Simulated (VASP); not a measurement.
Output of a VASP run:

File OSZICAR:
```
       N       E                     dE             d eps       ncg     rms          rms(c)
DAV:   1    -0.449327949026E+03   -0.44933E+03   -0.77815E+00   322   0.786E+00    0.179E+00
DAV:   2    -0.449395127354E+03   -0.67178E-01   -0.19380E-01   348   0.102E+00    0.130E+00
DAV:   3    -0.449377641003E+03    0.17486E-01   -0.14175E-02   364   0.299E-01    0.812E-01
DAV:   4    -0.449373460075E+03    0.41809E-02   -0.53434E-03   372   0.168E-01    0.480E-01
DAV:   5    -0.449372000801E+03    0.14593E-02   -0.52894E-04   364   0.829E-02    0.272E-01
DAV:   6    -0.449371468684E+03    0.53212E-03   -0.22300E-04   364   0.581E-02    0.154E-01
DAV:   7    -0.449371291730E+03    0.17695E-03   -0.63456E-05   371   0.322E-02    0.896E-02
DAV:   8    -0.449371230347E+03    0.61382E-04   -0.22769E-05   212   0.186E-02    0.537E-02
DAV:   9    -0.449371209599E+03    0.20748E-04   -0.11929E-05   188   0.131E-02    0.320E-02
DAV:  10    -0.449371202599E+03    0.70002E-05   -0.34729E-06   179   0.704E-03
   1 F= -.44937120E+03 E0= -.44937120E+03  d E =-.159609E-11
```

### OUTCAR
```
------------------------ aborting loop because EDIFF is reached ----------------------------------------
  volume of cell :      611.30
      direct lattice vectors                 reciprocal lattice vectors
     8.486959016  0.000000000  0.000000000     0.117827834  0.000000000  0.000000000
     0.000000000  8.486959016  0.000000000     0.000000000  0.117827834  0.000000000
     0.000000000  0.000000000  8.486959016     0.000000000  0.000000000  0.117827834
  FREE ENERGIE OF THE ION-ELECTRON SYSTEM (eV)
  ---------------------------------------------------
  free  energy   TOTEN  =      -449.3712025991 eV

  energy  without entropy=     -449.3712025991  energy(sigma->0) =     -449.37120260

  exchange ACFDT corr.  =         0.00000000  see jH, gK, PRB 81, 115126
```
(Selected blocks of OUTCAR.)

**POSCAR**
```
Mg32O31S
1
    8.4869590160     0.0000000000     0.0000000000
    0.0000000000     8.4869590160     0.0000000000
    0.0000000000     0.0000000000     8.4869590160
Mg O S
32 31 1
Direct
  0.5001529415   0.0003313700   0.9950717341
  0.7498874294   0.2503309178   0.0002611411
  0.7548261173   0.0005019916   0.2500465824
  0.0000005324   0.0002166584   0.9986357415
  0.2498758933   0.2505317996   0.0001649367
  0.4998996492   0.5002815545   0.9811233683
  0.7500081286   0.7501232345   0.0000784525
  0.2453171057   0.0004709521   0.2498663963
  0.4997549789   0.2312176003   0.2500087652
  0.7689907059   0.5003147933   0.2502974029
  0.5000562175   0.0003968322   0.5050325119
  0.7497557413   0.2503935155   0.5000296331
  0.7514676181   0.0001916124   0.7500835360
  0.9998319316   0.5003522141   0.9953861052
  0.2502829685   0.7503508227   0.0001004753
  0.0000143947   0.2456569407   0.2500090682
  0.2306664301   0.5008093396   0.2501157013
  0.5003191281   0.7696327795   0.2501567547
  0.0000107690   0.0002870371   0.5013348726
  0.2498968451   0.2504286362   0.4999504566
  0.4995798420   0.5002087235   0.5194304094
  0.7499759667   0.7501165578   0.5001395945
  0.2487194953   0.0003027392   0.7500725837
  0.4998502772   0.2454467042   0.7501505041
  0.7546566476   0.4999936449   0.7502083610
  0.0000145841   0.7553131196   0.2499872541
  0.9999113646   0.5002430332   0.5050708583
  0.2501546756   0.7504602902   0.5000041960
  0.9999053899   0.2488701158   0.7501450742
  0.2450679521   0.5002746984   0.7502303927
  0.5001066535   0.7549051098   0.7500932901
  0.0000940225   0.7514046140   0.7501029920
  0.7543725295   0.2461021235   0.2500959505
  0.9999883130   0.5005234704   0.2501601540
  0.9999350617   0.2498005463   0.5004583235
  0.2455584136   0.2461197190   0.2500347066
  0.7543906509   0.7547979634   0.2501473874
  0.9999984960   0.0005321611   0.2499157130
  0.4997433114   0.2460183179   0.5045813667
  0.7542078732   0.5001931821   0.5047130933
  0.9999599139   0.7507456523   0.5005099617
  0.7503948257   0.2496598240   0.7501878607
  0.9998363856   0.5001641120   0.7502115636
  0.9998353902   0.2497823535   0.9997036471
  0.2455790116   0.7548595649   0.2500460442
  0.5000909851   0.0005267838   0.2500723760
  0.2455080514   0.5003848271   0.5046964990
  0.5000694791   0.7546495931   0.5046493354
  0.7504474236   0.0004349802   0.5005471560
  0.2493415766   0.2497594745   0.7500904985
  0.4998766396   0.5002417876   0.7502760754
  0.7506135090   0.7505393386   0.7500967380
  0.0000621410   0.0001528545   0.7500571795
  0.4998807017   0.2459526841   0.9957176979
  0.7542842133   0.5001654545   0.9957487242
  0.0001288957   0.7507299108   0.9995605049
  0.2495996565   0.0004133407   0.5005199039
  0.2495220251   0.7507864801   0.7502263165
  0.5001247077   0.0003027084   0.7500908698
  0.2454886471   0.5004432479   0.9957506144
  0.5001335543   0.7546174235   0.9956320736
  0.7505206318   0.0003063523   0.9995443660
  0.2495768554   0.0003422438   0.9994696887
  0.4998497325   0.5006125712   0.2503184642
```

Task: Write an INCAR and KPOINTS that could have produced this output.

Result: This is not unique; one that fits is the input of the run itself, HSE06 screened hybrid, plane waves, VASP's PBE PAW potentials (set 64).

### INCAR
```
# general
SYSTEM   = Mg32O31S
PREC     = Normal
ENCUT    = 400
LREAL    = Auto
LASPH    = .TRUE.
ISYM     = 0

# electronic loop
EDIFF    = 1E-5
NELM     = 50
NELMIN   = 4
ALGO     = Normal

# smearing
ISMEAR   = 0
SIGMA    = 0.05

# functional
GGA      = PE
LHFCALC  = .TRUE.
AEXX     = 0.25
HFSCREEN = 0.2
PRECFOCK = Fast

# ions
ISIF     = 0

# output
LWAVE    = .FALSE.
LCHARG   = .FALSE.
```

**KPOINTS**
```
Automatic mesh
0
Gamma
  1 1 1
```

POTCAR, in this order: Mg O S (PBE.64 set). Program: vasp_gam. Read from the step before: WAVECAR.

The supercell is sampled at Γ alone, which is coarse: total energies, pressure and levels can be off, energies of defects by several tenths of an eV.

The cell is a supercell with a defect, built from MgO (rock salt): S_O. The cell's shape comes from a PBE relaxation. The run is not spin-polarised, so no state with unpaired spins was tried.
